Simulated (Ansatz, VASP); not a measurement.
Two plane-wave programs on HfBr

```
Hf Br
1.0
     5.55751    0.00000    0.00000
     0.00000    5.55751    0.00000
     0.00000    0.00000    5.55751
Hf Br
4 4
Cartesian
  0.8595 0.8595 0.8595
  1.9192 4.6980 3.6383
  3.6383 1.9192 4.6980
  4.6980 3.6383 1.9192
  4.8613 4.8613 4.8613
  3.4750 0.6962 2.0825
  2.0825 3.4750 0.6962
  0.6962 2.0825 3.4750
```

Alike in both runs: functional PBE; k mesh 4 × 4 × 4; occupations gaussian, width 0.1 eV; no spin polarisation.

Ansatz relaxed the structure, and its values are those at the end. VASP's run is a single point on that final structure, the one shown.

|  | VASP | Ansatz |
| --- | --- | --- |
| version | VASP 6.6.1 | Ansatz 0.2.0 |
| potentials or method | VASP PAW PBE potentials, release 64 (Hf_pv, Br) | scalar-relativistic, plane waves, PAW |
| plane-wave cutoff (eV) | 520 | 420 |
| valence electrons in the cell | 68 | 132 |

```csv
,VASP,Ansatz,Ansatz less VASP
gap on the k mesh at the Fermi level (eV),none,none,-
pressure (GPa),-0.3,0.2,+0.48
rms of the force components (eV/Å),0.013,0.012,-0.0016
```

A gap of «none» marks a metal or a gap that the smearing closes. The two sets of potentials don't hold the same shells in valence.

Spin-orbit coupling is left out, which matters for the levels of Hf.
